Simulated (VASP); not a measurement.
All values below come from PBE GGA, VASP's PBE PAW potentials (set 64) (plane waves; VASP 6.6.1).

A VASP calculation is set up with these files.

### POSCAR
```
Ge
1
    0.0000000000     2.8290000000     2.8290000000
    2.8290000000     0.0000000000     2.8290000000
    2.8290000000     2.8290000000     0.0000000000
Ge
2
Direct
  0.0000000000   0.0000000000   0.0000000000
  0.2500000000   0.2500000000   0.2500000000
```

**INCAR**
```
! general
SYSTEM   =  Ge
PREC     =  Accurate
ENCUT    =  400
LREAL    =  .FALSE.
LASPH    =  .TRUE.

! electronic loop
EDIFF    =  1E-6
NELM     =  100
ALGO     =  Normal
LMAXMIX  =  4

! smearing
ISMEAR   =  0
SIGMA    =  0.05

! functional
GGA      =  PE

! ions
IBRION   =  2
NSW      =  60
ISIF     =  3
EDIFFG   =  -0.01

! output
LWAVE    =  .FALSE.
LCHARG   =  .FALSE.
```

File KPOINTS:
```
kpoints
0
Gamma
  7 7 7
0 0 0
```

POTCAR, in this order: Ge_d (PBE.64 set). Program: vasp_std.

Energy and stress use the plane-wave basis of the starting cell.

**Question.** What does the run give for the energy per atom (σ→0), volume per atom, band gap (on the k-mesh)?

**Answer.** 
- energy per atom (σ→0): -4.505 eV/atom
- band gap (on the k-mesh): none (metal, semimetal or under 0.01 eV)
- volume per atom: 23.75 Å³/atom

OSZICAR:
```
...
   4 F= -.90104973E+01 E0= -.90103503E+01  d E =-.222088E-01
       N       E                     dE             d eps       ncg     rms          rms(c)
DAV:   1    -0.901116578644E+01   -0.66894E-03   -0.86553E-03   952   0.190E+00    0.146E-01
DAV:   2    -0.901071339900E+01    0.45239E-03   -0.64286E-04   934   0.513E-01    0.726E-02
DAV:   3    -0.901056720005E+01    0.14620E-03   -0.24610E-04   940   0.283E-01    0.172E-02
DAV:   4    -0.901055401496E+01    0.13185E-04   -0.29168E-05   910   0.112E-01    0.361E-03
DAV:   5    -0.901055401046E+01    0.45002E-08   -0.20380E-06   368   0.288E-02
   5 F= -.90105540E+01 E0= -.90103996E+01  d E =-.222654E-01
```

The compound is Ge in the diamond structure. This run relaxes it. Symmetry was kept, so distortions that lower it aren't found.
